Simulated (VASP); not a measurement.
All values below come from PBE GGA, VASP's PBE PAW potentials (set 64) (plane waves; VASP 6.6.1).

VASP input:

### INCAR
```
! general
SYSTEM  = CuGaSe2
PREC    = Accurate
ENCUT   = 300   ! plane-wave cut-off (eV)
LREAL   = .False.   ! projection in real space or not
LASPH   = .True.

! electronic loop
EDIFF   = 1E-6   ! SCF stop (eV)
NELM    = 100
ALGO    = Normal   ! blocked Davidson
LMAXMIX = 4

! smearing
ISMEAR  = -1
SIGMA   = 0.01   ! width (eV)

! functional
GGA     = PE

! ions
ISIF    = 2   ! forces and stress, cell fixed

! output
LWAVE   = .False.
LCHARG  = .False.
```

POSCAR:
```
CuGaSe2
1
   -2.7766700000     2.7766700000     5.4543490000
    2.7766700000    -2.7766700000     5.4543490000
    2.7766700000     2.7766700000    -5.4543490000
Ga Cu Se
2 2 4
Direct
  0.5000000000   0.5000000000   0.0000000000
  0.2500000000   0.7500000000   0.5000000000
  0.0000000000   0.0000000000   0.0000000000
  0.7500000000   0.2500000000   0.5000000000
  0.8750000000   0.8750000000   0.5000000000
  0.1250000000   0.6250000000   0.0000000000
  0.3750000000   0.3750000000   0.5000000000
  0.6250000000   0.1250000000   0.0000000000
```

**KPOINTS**
```
Automatic mesh
0
Gamma
4 4 4
0 0 0
```

POTCAR, in this order: Ga_d Cu Se (PBE.64 set). Program: vasp_std.

The resulting files:

File OSZICAR:
```
       N       E                     dE             d eps       ncg     rms          rms(c)
DAV:   1     0.585497305402E+03    0.58550E+03   -0.23048E+04  1142   0.158E+03
DAV:   2     0.659603069712E+02   -0.51954E+03   -0.50481E+03  1153   0.436E+02
DAV:   3    -0.260035235887E+02   -0.91964E+02   -0.89977E+02  1401   0.174E+02
DAV:   4    -0.322061453523E+02   -0.62026E+01   -0.61163E+01  1468   0.454E+01
DAV:   5    -0.324791080096E+02   -0.27296E+00   -0.27232E+00  1620   0.980E+00    0.120E+01
DAV:   6    -0.324640016447E+02    0.15106E-01   -0.32560E+01  1548   0.835E+01    0.877E+00
DAV:   7    -0.307673888859E+02    0.16966E+01   -0.77060E+00  1476   0.631E+01    0.379E+00
DAV:   8    -0.309741930034E+02   -0.20680E+00   -0.33853E+00  1684   0.196E+01    0.295E+00
DAV:   9    -0.308649173020E+02    0.10928E+00   -0.93134E-01  1582   0.157E+01    0.440E-01
DAV:  10    -0.308681865787E+02   -0.32693E-02   -0.58752E-02  1620   0.339E+00    0.176E-01
DAV:  11    -0.308691341319E+02   -0.94755E-03   -0.10792E-02  1689   0.135E+00    0.131E-01
DAV:  12    -0.308688863380E+02    0.24779E-03   -0.15513E-03  1652   0.707E-01    0.304E-02
DAV:  13    -0.308689044873E+02   -0.18149E-04   -0.23801E-04  1609   0.105E-01    0.104E-02
DAV:  14    -0.308689125573E+02   -0.80700E-05   -0.31088E-05  1548   0.560E-02    0.954E-03
DAV:  15    -0.308689109777E+02    0.15797E-05   -0.11309E-05  1265   0.602E-02    0.287E-03
DAV:  16    -0.308689115855E+02   -0.60787E-06   -0.32435E-06  1041   0.109E-02
   1 F= -.30868912E+02 E0= -.30868912E+02  d E =-.264636E-10
```

OUTCAR:
```
------------------------ aborting loop because EDIFF is reached ----------------------------------------
  FORCE on cell =-STRESS in cart. coord.  units (eV):
  Direction    XX          YY          ZZ          XY          YZ          ZX
  --------------------------------------------------------------------------------------
  Total        5.5406355      5.5406355      5.6215922      0.0000000      0.0000000     -0.0000000
  in kB       52.7738422     52.7738422     53.5449440      0.0000000      0.0000000     -0.0000000
  external PRESSURE =      53.0308761 kB  Pullay stress =       0.0000000 kB
  volume of cell :      168.21
      direct lattice vectors                 reciprocal lattice vectors
    -2.776670000  2.776670000  5.454349000     0.000000000  0.180071813  0.091669968
     2.776670000 -2.776670000  5.454349000     0.180071813  0.000000000  0.091669968
     2.776670000  2.776670000 -5.454349000     0.180071813  0.180071813  0.000000000
 POSITION                                       TOTAL-FORCE (eV/Angst)
 -----------------------------------------------------------------------------------
      0.00000      0.00000      5.45435         0.000000      0.000000      0.000000
      2.77667     -0.00000      2.72717         0.000000     -0.000000      0.000000
      0.00000      0.00000      0.00000         0.000000     -0.000000      0.000000
     -0.00000      2.77667      2.72717         0.000000      0.000000     -0.000000
      1.38834      1.38834      6.81794         0.405929      0.000000      0.000000
      1.38834     -1.38834      4.09076         0.000000     -0.405929      0.000000
      1.38834      1.38834      1.36359        -0.405929      0.000000      0.000000
     -1.38834      1.38834      4.09076         0.000000      0.405929      0.000000
 -----------------------------------------------------------------------------------
    total drift:                               -0.000005     -0.000005     -0.000017
  FREE ENERGIE OF THE ION-ELECTRON SYSTEM (eV)
  ---------------------------------------------------
  free  energy   TOTEN  =       -30.8689115855 eV

  energy  without entropy=      -30.8689115855  energy(sigma->0) =      -30.86891159
```
(Selected blocks of OUTCAR.)

At this cut-off the stress carries a Pulay error, which pulls relaxed volumes low.

The structure is a typed CuGaSe2 crystal. The cell was not relaxed at this level. The run is one of a series of settings (KPOINTS 4×4×4 Γ-centred mesh against the base run), some of them coarse on purpose.
